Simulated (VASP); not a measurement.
Data:

```xyz
1
Lattice="-2.5377 2.5377 2.5377 2.5377 -2.5377 2.5377 2.5377 2.5377 -2.5377" Properties=species:S:1:pos:R:3 pbc="T T T"
Ba     0.0000     0.0000     0.0000
```

All values below come from r2SCAN meta-GGA, VASP's PBE PAW potentials (set 64) (plane waves; VASP 6.6.1). Settings: 520 eV cut-off, 10×10×10 Γ-centred mesh, first-order Methfessel-Paxton smearing of 0.10 eV, potentials Ba_sv.

Problem. Give the energy at these volumes per atom, relative to the lowest: 61.65, 63.61, 65.58, 67.55, 69.52 Å³.

Solution. 5.9, 1.2, 0.0, 1.7, 6.1 meV/atom. A third-order Birch-Murnaghan fit gives B0 = 8.2 GPa and B0′ = 3.5.

Measured: bulk modulus 9.3 GPa at 0 K (computed value off by -12.2 %), as given by H. Levämäki et al., Physical Review B (2014), arXiv:1402.3671 [corrected for temperature and zero-point phonon effects]; a 4.995 Å at 0 K (computed value off by +1.6 %), as given by Gábor I. Csonka et al., Physical Review B (2009), arXiv:0903.4037 [low-temperature or extrapolated to 0 K; zero-point anharmonic expansion removed].

The compound is Ba in the bcc structure. It was relaxed first.
